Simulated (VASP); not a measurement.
```
CELL_PARAMETERS angstrom
      0.00000     2.58053     2.58053
      2.58053     0.00000     2.58053
      2.58053     2.58053     0.00000
ATOMIC_POSITIONS crystal
  Li 0.00000 0.00000 0.00000
  Cl 0.50000 0.50000 0.50000
```

These are PBEsol GGA, VASP's PBE PAW potentials (set 64) (plane waves; VASP 6.6.1) values and carry that method's errors. Run with 520 eV cut-off, 9×9×9 Γ-centred mesh, Gaussian smearing of 0.050 eV, potentials Li_sv Cl.

Q: What does the run give for the energy per atom (σ→0), pressure, band gap (on the k-mesh) with the smallest direct gap where there is one?

A: 
| Property | Result |
|---|---|
| band gap (on the k-mesh) | 6.03 eV |
| smallest direct gap (on the k-mesh) | 6.03 eV |
| energy per atom (σ→0) | -3.814 eV/atom |
| pressure | -1.83 GPa |

The compound is LiCl in the rock salt structure. This cell is one point of a volume scan, at 1.06 of the reference volume.
